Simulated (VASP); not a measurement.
An input for Ansatz (written as the equivalent of a VASP run, and not itself run):

Ansatz 0.2 input:
```yaml
crystal:
  lattice:
    - [0.0000000, 1.7600000, 1.7600000]
    - [1.7600000, 0.0000000, 1.7600000]
    - [1.7600000, 1.7600000, 0.0000000]
  atoms:
    - { symbol: Ni, position: [0.0000000, 0.0000000, 0.0000000], spin: 0.8, spin_axis: [0, 0, 1] }
kpoints:
  mp_grid: { grid: [13, 13, 13] }
hamiltonian:
  xc: pbe
  pseudopotentials: { kind: paw }
magnetization: { noncollinear: true, spin_orbit: true }
scf:
  occupations: { method: methfessel_paxton, width: 0.1 }
  max_iter: 100
output: { forces: true, stress: true, eigenvalues: true }
```

Problem. Write the VASP files for the same calculation (PBE+SOC).

Solution. Several could match; the one computed here: 
File POSCAR:
```
Ni
1
    0.0000000000     1.7600000000     1.7600000000
    1.7600000000     0.0000000000     1.7600000000
    1.7600000000     1.7600000000     0.0000000000
Ni
1
Direct
  0.0000000000   0.0000000000   0.0000000000
```

File KPOINTS:
```
Automatic mesh
0
Gamma
13 13 13
0 0 0
```

INCAR:
```
LASPH  =  T
ISIF  =  2
LMAXMIX  =  4   # l cut-off of mixed one-centre charges
SIGMA  =  0.1
GGA  =  PE   # PBE
MAGMOM  =  2*0 0.8
ENCUT  =  400   # plane-wave cut-off (eV)
ISMEAR  =  1
NELM  =  100   # most electronic steps
LORBIT  =  10
ALGO  =  Normal
LWAVE  =  F
GGA_COMPAT  =  F
PREC  =  Accurate
LCHARG  =  F
LREAL  =  F   # projection in real space or not
SYSTEM  =  Ni
LSORBIT  =  T
EDIFF  =  1E-6
```

POTCAR, in this order: Ni (PBE.64 set). Program: vasp_ncl.

The two are equivalent in intent, not identical: each code has its own PAW files, so the cut-off isn't converted (ENCUT is set for VASP's; basis.ecutwfc is left out, and Ansatz then takes the one that its files recommend); Ansatz stops its SCF on the density residual and VASP on the energy change (EDIFF).

The compound is Ni in the fcc structure. The cell was not relaxed at this level.
